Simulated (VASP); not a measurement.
Cl3Ga, in a box:

```
Cl Ga
1.0
    11.00000    0.00000    0.00000
     0.00000   13.00000    0.00000
     0.00000    0.00000   13.00000
Cl Ga
3 1
Direct
  0.57397 0.54621 0.62025
  0.48697 0.36418 0.41878
  0.42839 0.63905 0.38498
  0.49644 0.51648 0.47467
```

Base run:

* Program: VASP 6.6.1
* Functional: PBE
* Potentials or basis: VASP PAW PBE potentials, release 64 (Cl, Ga_d)
* Cutoff: 520 eV
* k mesh: 1 × 1 × 1
* Occupations: gaussian, width 0.01 eV
* Spin: no spin polarisation

Its results: gap between the frontier levels 4.92 eV; largest force 0.136 eV/Å.

Q: The run is repeated on the same cell with these changes: functional from PBE to optB88-vdW; further incar settings from ALGO = Fast; EDIFF = 1e-06; NBANDS = 25 to ALGO = Normal; EDIFF = 1e-07. What comes out?

A: Gap between the frontier levels 4.81 eV; largest force 0.154 eV/Å.

Caveats: the PAW data sets were made with another functional, which shifts forces and pressure a little (some runs).

